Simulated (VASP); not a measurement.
A cell of SiC (wurtzite) near equilibrium:

```yaml
crystal:
  lattice:
    - [1.54558, -2.67701, 0.00000]
    - [1.54558, 2.67701, 0.00000]
    - [0.00000, 0.00000, 5.07586]
  atoms:
    - { symbol: Si, position: [0.66667, 0.33333, 0.49958] }
    - { symbol: Si, position: [0.33333, 0.66667, 0.99958] }
    - { symbol: C, position: [0.66667, 0.33333, 0.87542] }
    - { symbol: C, position: [0.33333, 0.66667, 0.37542] }
```

The numbers are results of PBE GGA, VASP's PBE PAW potentials (set 64) (plane waves; VASP), not measurements.

| run | ΔE (meV/atom) | σxx | σyy | σzz | largest shear component, with its sign (GPa) |
|---|---|---|---|---|---|
| as it is | 0.0 | -0.03 | -0.03 | -0.36 | 0.00 |
| after one change | 6.1 | -6.07 | -6.07 | -6.24 | 0.00 |
Stress is in GPa, positive when the cell is compressed.

### Question
What was changed between the two runs?
A) biaxial strain of +0.5 % in the xz plane
B) shear strain γ_xz = +0.5 %
C) isotropic strain of +1.0 %
D) shear strain γ_xz = -3.0 %

### Answer
C, isotropic strain of +1.0 %

The compound is SiC in the wurtzite structure, the rare 2H polytype.
